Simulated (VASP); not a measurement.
Given:

```
BaF2
1.0
    0.00000     3.04933     3.04933
    3.04933     0.00000     3.04933
    3.04933     3.04933     0.00000
Ba F
1 2
Direct
  0.00000   0.00000   0.00000
  0.25000   0.25000   0.25000
  0.75000   0.75000   0.75000
```

Calculation: r2SCAN meta-GGA, VASP's PBE PAW potentials (set 64) (plane waves; VASP 6.6.1). Settings: 520 eV cut-off, 6×6×6 Γ-centred mesh, Gaussian smearing of 0.050 eV, potentials Ba_sv F.

### Question
The job: BaF2 (fluorite), 3 atoms, r2SCAN, static run, 520 eV, 6×6×6 Γ-centred mesh. Roughly how much core time does it take on a busy server core?

### Answer
About 60 core-seconds (one run on a shared machine, a rough figure). It had 16 irreducible k-points, 16 bands, up to 1544 plane waves and 18 electronic steps.

The compound is BaF2 in the fluorite structure. This cell is one point of a volume scan, at 0.94 of the reference volume.
